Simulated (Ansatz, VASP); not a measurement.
## Cross-check of SnSe2 between VASP and Ansatz

Wanted: the spread between two codes on one cell, functional and k mesh.

Program: Ansatz 0.2.0. Level of theory: plane waves, with VASP 6.6.1 beside it; single point at PBEsol. Results are calculated unless marked as measured.

## 1. Starting point

It takes space group P-3m1 (No. 164, trigonal). Conventional cell: a = 3.811 Å, b = 3.811 Å, c = 6.141 Å, α = 90.00°, β = 90.00°, γ = 120.00°. Nearest to Sn lie 6 Se at 2.68 Å. Nearest to Se lie 3 Sn at 2.68 Å. Farther neighbours and most contacts between anions are not listed.

Coordinates:

```xyz
3
Lattice="3.8108 0.0000 0.0000 -1.9054 3.3002 0.0000 0.0000 0.0000 6.1410" Properties=species:S:1:pos:R:3 pbc="T T T"
Sn    0.0000    0.0000    0.0000
Se    1.9054    1.1001    4.6107
Se    0.0000    2.2002    1.5303
```

## 2. VASP: single point, PBEsol

A single point gives forces, pressure and levels at one fixed geometry, so differences don't come from the geometry; what else differs is listed under the comparison.

Lines of VASP's logs that name or quote its potential files are left out, and so is its time.

Contents of INCAR:

```
SYSTEM = SnSe2
PREC = Accurate
ENCUT = 400
EDIFF = 1E-05
NELM = 100
ISMEAR = 0
SIGMA = 0.05
LREAL = .FALSE.
ALGO = Normal
GGA = PS
NBANDS = 19
LORBIT = 11
LWAVE = .FALSE.
LCHARG = .FALSE.
KPAR = 4
```

Contents of POSCAR:

```
SnSe2
1.0
    3.8108000000      0.0000000000      0.0000000000
   -1.9054000000      3.3002496087      0.0000000000
    0.0000000000      0.0000000000      6.1410000000
Sn Se
1 2
Direct
    0.0000000000      0.0000000000      0.0000000000
    0.6666666667      0.3333333333      0.7508000000
    0.3333333333      0.6666666667      0.2492000000
```

Contents of KPOINTS:

```
Automatic mesh
0
Gamma
10 10 6
0 0 0
```

PAW data sets: Sn_d and Se (PBE family, release 64).

Command:

```console
$ mpirun -np 4 vasp_std
```

Numbers of over 12 decimals in the logs are rounded to 6 here.

The program printed:

```text
[banner, memory and clock lines left out]
running    4 mpi-ranks, on    1 nodes
 distrk:  each k-point on    1 cores,    4 groups
 distr:  one band on    1 cores,    1 groups

 POSCAR found type information on POSCAR SnSe
 POSCAR found :  2 types and       3 ions
|                                                                             |
|               ----> ADVICE to this user running VASP <----                  |
|                                                                             |
|     You enforced a specific xc type in the INCAR file but a different       |
|     [... a line on the potential file left out ...]
|     I HOPE YOU KNOW WHAT YOU ARE DOING!                                     |
|                                                                             |

 LDA part: xc-table for (Slater+PW92), standard interpolation
 POSCAR, INCAR and KPOINTS ok, starting setup
 FFT: planning ... GRIDC
 FFT: planning ... GRID_SOFT
 FFT: planning ... GRID
 WAVECAR not read
 entering main loop
       N       E                     dE             d eps       ncg     rms          rms(c)
DAV:   1     0.180058168727E+03    0.18006E+03   -0.10706E+04  2779   0.130E+03
DAV:   2     0.673628696349E+01   -0.17332E+03   -0.16804E+03  2924   0.337E+02
DAV:   3    -0.126045416529E+02   -0.19341E+02   -0.18803E+02  3462   0.107E+02
DAV:   4    -0.132152212671E+02   -0.61068E+00   -0.60959E+00  3255   0.201E+01
DAV:   5    -0.132297715152E+02   -0.14550E-01   -0.14549E-01  3760   0.317E+00    0.520E+00
DAV:   6    -0.129767737845E+02    0.25300E+00   -0.46900E-01  4037   0.807E+00    0.329E+00
DAV:   7    -0.129463996133E+02    0.30374E-01   -0.16046E-01  3444   0.291E+00    0.882E-01
DAV:   8    -0.129442254300E+02    0.21742E-02   -0.12302E-02  3567   0.118E+00    0.267E-01
DAV:   9    -0.129442733912E+02   -0.47961E-04   -0.11915E-03  3021   0.255E-01    0.766E-02
DAV:  10    -0.129442773122E+02   -0.39210E-05   -0.90289E-05  3600   0.637E-02
   1 F= -.12944277E+02 E0= -.12944277E+02  d E =-.492920E-12
```

From OUTCAR (step 2):

```text
ion  position               nearest neighbor table
   1  0.000  0.000  0.000-   2 2.68   3 2.68   3 2.68   2 2.68   2 2.68   3 2.68
   2  0.667  0.333  0.751-   1 2.68   1 2.68   1 2.68
   3  0.333  0.667  0.249-   1 2.68   1 2.68   1 2.68

  LATTYP: Found a hexagonal cell.
 ALAT       =     3.8108000000
 C/A-ratio  =     1.6114726567

 Subroutine GETGRP returns: Found 12 space group operations
 (whereof 12 operations were pure point group operations)

The static configuration has the point symmetry D_3d.

 Found     72 irreducible k-points:

   k-points           NKPTS =     72   k-points in BZ     NKDIM =     72   number of bands    NBANDS=     19

   dimension x,y,z NGX =    28 NGY =   28 NGZ =   40
   dimension x,y,z NGXF=    56 NGYF=   56 NGZF=   80

   ENCUT  =  400.0 eV  29.40 Ry    5.42 a.u.   6.21  6.21 10.01*2*pi/ulx,y,z

   NELECT =      26.0000    total number of electrons

 k-points in reciprocal lattice and weights: Automatic mesh
   0.00000000  0.00000000  0.00000000       0.002
   0.10000000  0.00000000  0.00000000       0.010
   0.20000000  0.00000000  0.00000000       0.010
   0.30000000 -0.00000000  0.00000000       0.010
   0.40000000  0.00000000  0.00000000       0.010
   0.50000000  0.00000000  0.00000000       0.005
   0.10000000  0.10000000  0.00000000       0.010
   0.20000000  0.10000000  0.00000000       0.020
   0.30000000  0.10000000  0.00000000       0.020
[...]
0.40000000  0.20000000  0.50000000       0.010
   0.30000000  0.30000000  0.50000000       0.010

 average (electrostatic) potential at core
       1-102.4865       2 -53.3057       3 -53.3057

 E-fermi :   4.3057

 k-point     1 :       0.0000    0.0000    0.0000
  band No.  band energies     occupation
    ...
      9       3.3498      2.00000
     10       3.3498      2.00000
     11       3.6625      2.00000
     12       3.6625      2.00000
     13       4.0433      2.00000
     14       5.0434      0.00000
     15       6.8873      0.00000
     16       8.6284      0.00000
     17       8.6284      0.00000
     18      12.0727      0.00000
    ...

 k-point     2 :       0.1000    0.0000    0.0000
  band No.  band energies     occupation
    ...
      9       2.2610      2.00000
     10       2.9216      2.00000
     11       3.1377      2.00000
     12       3.8743      2.00000
     13       4.0638      2.00000
     14       5.8707      0.00000
     15       7.4705      0.00000
     16       8.3559      0.00000
     17       8.8353      0.00000
     18      11.9191      0.00000
    ...

 k-point     3 :       0.2000    0.0000    0.0000
  band No.  band energies     occupation
    ...
      9       0.9060      2.00000
     10       2.1319      2.00000
     11       2.3220      2.00000
     12       3.9455      2.00000
     13       3.9573      2.00000
     14       6.2694      0.00000
     15       7.7299      0.00000
     16       9.1929      0.00000
     17       9.2532      0.00000
     18      10.8916      0.00000
    ...

  Total        0.9454614      0.9454614      1.8298696     -0.0000000     -0.0000000      0.0000000
  in kB       19.6133754     19.6133754     37.9602172     -0.0000000     -0.0000000      0.0000000
  external PRESSURE =      25.7289893 kB  Pullay stress =       0.0000000 kB

  energy-cutoff  :      400.00
  volume of cell :       77.23
      direct lattice vectors                 reciprocal lattice vectors
     3.810800000  0.000000000  0.000000000     0.262412092  0.151503692  0.000000000
    -1.905400000  3.300249609  0.000000000     0.000000000  0.303007384  0.000000000
     0.000000000  0.000000000  6.141000000     0.000000000  0.000000000  0.162839928

 POSITION                                       TOTAL-FORCE (eV/Angst)
 -----------------------------------------------------------------------------------
      0.00000      0.00000      0.00000        -0.000000      0.000000      0.000000
      1.90540      1.10008      4.61066         0.000000      0.000000     -0.600957
     -0.00000      2.20017      1.53034        -0.000000     -0.000000      0.600957
 -----------------------------------------------------------------------------------
    total drift:                               -0.000000      0.000000      0.000000

  FREE ENERGIE OF THE ION-ELECTRON SYSTEM (eV)
  ---------------------------------------------------
  free  energy   TOTEN  =       -12.9442773122 eV

  energy  without entropy=      -12.9442773122  energy(sigma->0) =      -12.94427731

 total charge
# of ion       s       p       d       tot
------------------------------------------
    1        1.054   1.070  10.117  12.240
    2        1.486   2.316   0.030   3.831
    3        1.486   2.316   0.030   3.831
--------------------------------------------------
tot          4.025   5.702  10.176  19.903

[... 3 further parts left out ...]
```

The run ends at a pressure of 2.57 GPa, with forces up to 0.60 eV/Å.

## 3. Ansatz: single point, PBEsol

Ansatz runs on its default PAW (the set named soft_2) files.

The same cell, functional, mesh and smearing now go to Ansatz, which takes its cutoff from its data sets.

Contents of input.yaml:

```yaml
crystal:
  lattice:
    - [3.8108, 0.0, 0.0]
    - [-1.9054, 3.3002496087, 0.0]
    - [0.0, 0.0, 6.141]
  atoms:
    - { symbol: Sn, position: [0.0, 0.0, 0.0] }
    - { symbol: Se, position: [0.6666666667, 0.3333333333, 0.7508] }
    - { symbol: Se, position: [0.3333333333, 0.6666666667, 0.2492] }
hamiltonian:
  xc: pbesol
  pseudopotentials: { kind: paw }
kpoints:
  mp_grid: { grid: [10, 10, 6] }
scf:
  occupations: { method: gaussian, width: 0.05 }
  n_extra_bands: 4
output:
  forces: true
  stress: true
  eigenvalues: true
```

Command:

```console
$ ansatz run input.yaml --threads 2 --pin off --max-ram 4608MiB --backend cpu --events-out ev --progress --plain --runs-dir out
```

The program printed:

```text
scf.n_extra_bands = 4 over 23 filled bands (N_el = 46.0): the run solves 27 bands
Engine: ansatz 0.2.0, aarch64-unknown-linux-gnu
Pseudopotentials: kind: paw
Pseudopotential: Sn, paw, valence charge 14, recommended cutoff 420 eV (normal), Sn.paw.azcp
Pseudopotential: Se, paw, valence charge 16, recommended cutoff 420 eV (normal), Se.paw.azcp
Functional definition: PBEsol
  exchange = pbesol_x
  correlation = pbesol_c
Crystal: 3 atoms, lattice volume = 77.233 Å³
Basis set: ecut = 420 eV, 1509 PW (Γ), exchange–correlation on 54×54×90 points (8 copies of the dense FFT grid, shifted against one another)
Bands: 27, of which v1, the nominal top of the filled ones, is band 23 counted from 1 (22 counted from 0)
Symmetry: 12 space group operations
Space group: P-3m1 (ITA 164), of the structure as read, at distance tolerance 4.3e-5 Å
k-points: 72 of 600
Non-local potential: Sn, projectors of the file, l = 0: 2, l = 1: 2, l = 2: 2, l = 3: 2
Non-local potential: Se, projectors of the file, l = 0: 2, l = 1: 2, l = 2: 3, l = 3: 1
PAW form: soft (Blöchl's): semilocal exchange-correlation on the pseudo side does not see the compensation charge
PAW frozen core: Sn, regenerated for the run's functional, and the local potential with it (the file was generated under x = pbe(κ = 0.804, μ = 0.219515), c = pbe(β = 0.066725))
PAW frozen core: Se, regenerated for the run's functional, and the local potential with it (the file was generated under x = pbe(κ = 0.804, μ = 0.219515), c = pbe(β = 0.066725))
PAW one-centre angular grid: Sn, 590 points (default); XC on 64 Gauss nodes
PAW one-centre angular grid: Se, 590 points (default); XC on 64 Gauss nodes
Initial density: superposition of atomic densities (neutral atoms: chi_scale 0, normalization atom), corrected by the library's trained network
Initial wavefunctions: pseudopotential atomic-orbital guess
Functional: x = pbesol(κ = 0.804, μ = 0.123457), c = pbesol(β = 0.046)
SCF iter   1: F=—  HF=-16799.190339 eV  |F-HF|=—  |Δ(HF+E_count)|=         —  Δρ=2.29e-3  dr2=3.83e-3  ethr=1.77e-3  ⟨swp⟩=6.3  Hψ=8470  notcnv=0
preconditioner: auto → Resta (q_TF=auto, 2.503 Å⁻¹)  ε∞=2.9  [insulator: Δε(μ)=0.659 eV  Ē_g=15.646 eV  σ=0.050 eV  W_gap=1.00  n_scr=22 (ndim 8)  ℏωp=21.5 eV  f_vac=0.080  D(μ)=0.00/eV (n_scr^D=0)  ε∞_Penn≈2.9]
SCF iter   2: F=—  HF=-16799.187257 eV  |F-HF|=—  |Δ(HF+E_count)|=   3.08e-3  Δρ=1.11e-3  dr2=8.47e-4  ethr=8.32e-6  ⟨swp⟩=3.0  Hψ=4211  notcnv=0
SCF iter   3: F=—  HF=-16799.187226 eV  |F-HF|=—  |Δ(HF+E_count)|=   3.14e-5  Δρ=3.37e-4  dr2=7.58e-5  ethr=1.84e-6  ⟨swp⟩=2.0  Hψ=2880  notcnv=0
SCF iter   4: F=—  HF=-16799.187249 eV  |F-HF|=—  |Δ(HF+E_count)|=   2.31e-5  Δρ=1.15e-4  dr2=1.17e-5  ethr=1.65e-7  ⟨swp⟩=2.0  Hψ=2880  notcnv=0
SCF iter   5: F=—  HF=-16799.187256 eV  |F-HF|=—  |Δ(HF+E_count)|=   6.93e-6  Δρ=2.60e-5  dr2=7.18e-7  ethr=2.54e-8  ⟨swp⟩=2.3  Hψ=2545  notcnv=0
SCF iter   6: F=—  HF=-16799.187257 eV  |F-HF|=—  |Δ(HF+E_count)|=   8.09e-7  Δρ=1.00e-5  dr2=1.05e-7  ethr=2.17e-10  ⟨swp⟩=6.0  Hψ=9036  notcnv=0
SCF iter   7: F=-16799.187257 eV  HF=-16799.187257 eV  |F-HF|=1.32e-8  |Δ(HF+E_count)|=   2.03e-7  Δρ=2.37e-6  dr2=5.65e-9  ethr=2.17e-10  ⟨swp⟩=4.8  Hψ=6872  notcnv=0
SCF 1 converged in 7 iterations: F = -16799.187257 eV  dr2 = 5.65e-9
  greatest PAW one-centre occupation: 1.000 electrons in one spin orbital (limit 2), on the Se atom at site 2 (counted from 0), in its partial waves of l = 2
SCF converged after 7 iterations
Free energy (F): -16799.187257 eV
Harris-Foulkes:  -16799.187257 eV  (|F-HF|=1.32e-8)
Internal energy: -16799.187257 eV  (E = F + TS)
E sigma→0 (E₀):  -16799.187257 eV
Fermi energy:    8.342281 eV
--- Per-component energies (eV) ---
  E_band       = -864.521380
  E_kinetic    = 426.582090
  E_local      = -6107.779108  (includes V_loc(G=0)·N_el)
  E_nonlocal   = -1214.510683
  E_hartree    = 3125.106966
  E_xc         = -585.223707
  E_vxc        = -292.617965  (∫ρ·V_xc dr)
  E_paw        = -7805.514979  (= ΣΔE_a)
  E_vpaw       = 73.590039  (= ΣTr[D̂ρ^β])
  E_aug_tail   = -0.001224  (compensation charges beyond the density's cutoff)
  E_ewald      = -4640.148352
  E_core_change = 2.301741  (= ΣΔE_core)
  E_smearing   = -0.000000  (= −TS)
  E_closure    = -0.000000  (closes the sum)
  Σ components = -16799.187257   (vs F -16799.187257, Δ=0.00e0)
--- Forces (eV/Å), atoms counted from 1 ---
  atom   1  Sn     0.00000000     0.00000000     0.00000000
  atom   2  Se    -0.00000000    -0.00000000    -0.57762645
  atom   3  Se    -0.00000000     0.00000000     0.57762645
  max |Σ_I F_I| component: 1.85e-17 eV/Å
--- Stress (GPa, compression-positive) ---
        1.803363       0.000000       0.000000
        0.000000       1.803363       0.000000
        0.000000       0.000000       3.598616
  P = ⅓ Tr σ = 2.4018 GPa (24.018 kbar)
--- Band table (eV; the first three rows and the last of 72) ---
  k-point 0: bands = [... 19 lower, 7.2880, 7.5981, 7.5981, 7.9707, 8.9842, 10.8328, 12.5731, 12.5731]
  k-point 1: bands = [... 19 lower, 7.2588, 7.2782, 7.6430, 7.6430, 9.5333, 10.8385, 12.5022, 12.5022]
  k-point 2: bands = [... 19 lower, 7.2152, 7.2152, 7.7188, 7.7188, 10.1344, 10.8300, 12.3662, 12.3662]
  k-point 71: bands = [... 19 lower, 3.8265, 4.4482, 7.5033, 7.6417, 10.4253, 12.5043, 12.8483, 14.1553]
```

It took 8.4 s on 2 threads of Arm Neoverse N1, shared host; peak memory 0.42 GiB; 16 s of CPU time.

The run ends at a pressure of 2.40 GPa, with forces up to 0.58 eV/Å.

## 4. Side by side

Known differences besides the potentials themselves: the data sets hold 46 valence electrons in Ansatz (default PAW (the set named soft_2) files) and 26 in VASP; the cutoff is 420 eV in Ansatz and 400 eV in VASP; Ansatz makes its cores anew for this functional, VASP keeps those of its PBE data sets; VASP leaves aspherical gradient terms in its spheres out (LASPH is not set), Ansatz keeps them. Total energies have different zeros and are not compared.

The two programs side by side:

| quantity | Ansatz | VASP | difference |
| --- | --- | --- | --- |
| pressure (GPa) | 2.40 | 2.57 | -0.17 |
| gap on the k mesh (eV) | 0.661 | 0.653 | +0.009 |

Forces (eV/Å; atoms numbered as in POSCAR):

| atom | Ansatz x, y, z | VASP x, y, z |
| --- | --- | --- |
| Sn1 | 0.000, 0.000, 0.000 | 0.000, 0.000, 0.000 |
| Se2 | 0.000, 0.000, -0.578 | 0.000, 0.000, -0.601 |
| Se3 | 0.000, 0.000, 0.578 | 0.000, 0.000, 0.601 |

The forces differ by 11 meV/Å r.m.s., which is 3.9 % of the r.m.s. force of 0.28 eV/Å (both taken over all components). A gap on the mesh is an upper bound, since the band edges may lie between its points. Ansatz's pressure holds a Pulay correction of 0.04 GPa; VASP's holds none.

## 5. What came out

```json
{"r.m.s. force difference (single point, PBEsol)": "3.9 % of the r.m.s. force"}
```

**Reading.** The r.m.s. force difference is 3.9 % of the r.m.s. force (single point, PBEsol), beyond the 3 % picked in this series as the mark of a large difference. 1 further run of this series is not shown here. Such differences can come from data sets, numerical settings and the points named under the comparisons, not from the functional's error against experiment.

[Lines on the potential files, build, host, timing and source positions are cut from VASP's logs without a mark.]

[Logs are printed without paths, hosts, clocks, repeated set-up lines and the standing remarks that a program may print on its own settings, such as how far it seeks lower states.]

[Hosts, paths, dates, database ids (printed as entryN), source tags and the programs' standing remarks are cut or masked in the printed files.]
